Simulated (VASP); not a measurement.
## TiB2 (AlB2 type): computed properties

Computed with PBE GGA, VASP's PBE PAW potentials (set 64) (plane waves; VASP 6.6.1).

| Quantity | Result |
|---|---|
| space group | P6/mmm (191) |
| cell | a = b = 3.031 Å, c = 3.228 Å, α = β = 90.00°, γ = 120.00° |
| volume per atom | 8.56 Å^3/atom |
| band gap (over mesh and band path) | none (metal, semimetal or under 0.01 eV) |
| Hill bulk modulus | 2530 kbar |
| Hill shear modulus | 255 GPa |
| Poisson's ratio | 0.122 |
| band gap with spin-orbit coupling | none (metallic) |
| density | 4.49 g/cm³ |
| optical Γ-point spectrum | 511 (×2), 513, 536, 889 (×2) cm⁻¹ |
| C11 | 641 GPa |
| C12 | 85.5 GPa |
| C13 | 95.4 GPa |
| C33 | 465 GPa |
| C44 | 259 GPa |
| C66 | 278 GPa |

```yaml
crystal:
  lattice:
    - [1.51551, -2.62494, 0.00000]
    - [1.51551, 2.62494, 0.00000]
    - [0.00000, 0.00000, 3.22816]
  atoms:
    - { symbol: Ti, position: [0.00000, 0.00000, 0.00000] }
    - { symbol: B, position: [0.33333, 0.66667, 0.50000] }
    - { symbol: B, position: [0.66667, 0.33333, 0.50000] }
```

Measured: a 3.029 Å at 293 K (computed value off by +0.1 %), c 3.229 Å at 293 K (computed value off by -0.0 %), as given by R. G. Munro, J. Res. NIST 105, 709 (2000), Material Properties of Titanium Diboride. The calculation is for a static lattice, while the measured a, c hold thermal and zero-point effects, which are part of the difference. Finite-difference elastic constants of metals are sensitive to mesh and smearing; shear constants can be off by tens of GPa.

The compound is TiB2 in the AlB2 type structure. It was relaxed first. Symmetry was kept, so distortions that lower it aren't found.
